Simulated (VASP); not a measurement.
Given:

```xyz
12
Lattice="6.6795 0.0000 -0.0071 0.0000 6.6198 0.0000 -1.1142 0.0000 6.7713" Properties=species:S:1:pos:R:3 pbc="T T T"
W      1.6416     0.2991     1.3571
W      4.4809     3.6089     2.0215
W      3.9238     6.3207     5.4071
W      1.0845     3.0108     4.7428
Te     0.1674     2.3111     2.3082
Te     5.9550     5.6210     1.0703
Te     5.3979     4.3087     4.4560
Te    -0.3896     0.9988     5.6939
Te     2.4507     5.0383     3.3390
Te     3.6717     1.7285     0.0396
Te     3.1146     1.5814     3.4252
Te     1.8937     4.8913     6.7247
```

Calculation: PBEsol GGA, VASP's PBE PAW potentials (set 64) (plane waves; VASP). Numerical set-up: 400 eV cut-off, 5×5×5 Γ-centred mesh, tetrahedra with Blöchl corrections, potentials W_sv Te.

The cores are frozen, which limits the accuracy of field gradients.

Problem. Give the principal components of the electric field gradient (V/Å²) and the asymmetry η at each nucleus.

Solution. 
```json
[
 {"atom": "W1", "Vxx": "-88.4", "Vyy": "-10.2", "Vzz": "98.6", "η": "0.79"},
 {"atom": "W2", "Vxx": "-88.4", "Vyy": "-10.2", "Vzz": "98.6", "η": "0.79"},
 {"atom": "W3", "Vxx": "-88.4", "Vyy": "-10.2", "Vzz": "98.6", "η": "0.79"},
 {"atom": "W4", "Vxx": "-88.4", "Vyy": "-10.2", "Vzz": "98.6", "η": "0.79"},
 {"atom": "Te5", "Vxx": "-40.4", "Vyy": "-27.8", "Vzz": "68.2", "η": "0.18"},
 {"atom": "Te6", "Vxx": "-40.4", "Vyy": "-27.8", "Vzz": "68.2", "η": "0.18"},
 {"atom": "Te7", "Vxx": "-40.4", "Vyy": "-27.8", "Vzz": "68.2", "η": "0.18"},
 {"atom": "Te8", "Vxx": "-40.4", "Vyy": "-27.8", "Vzz": "68.2", "η": "0.18"},
 {"atom": "Te9", "Vxx": "-32.5", "Vyy": "-6.5", "Vzz": "39.0", "η": "0.67"},
 {"atom": "Te10", "Vxx": "-32.5", "Vyy": "-6.5", "Vzz": "39.0", "η": "0.67"},
 {"atom": "Te11", "Vxx": "-32.5", "Vyy": "-6.5", "Vzz": "39.0", "η": "0.67"},
 {"atom": "Te12", "Vxx": "-32.5", "Vyy": "-6.5", "Vzz": "39.0", "η": "0.67"}
]
```

The structure was generated: Te2W was put into the baddeleyite type (P2_1/c), which need not be its known phase. It was relaxed first, which changed the volume by -23 %.
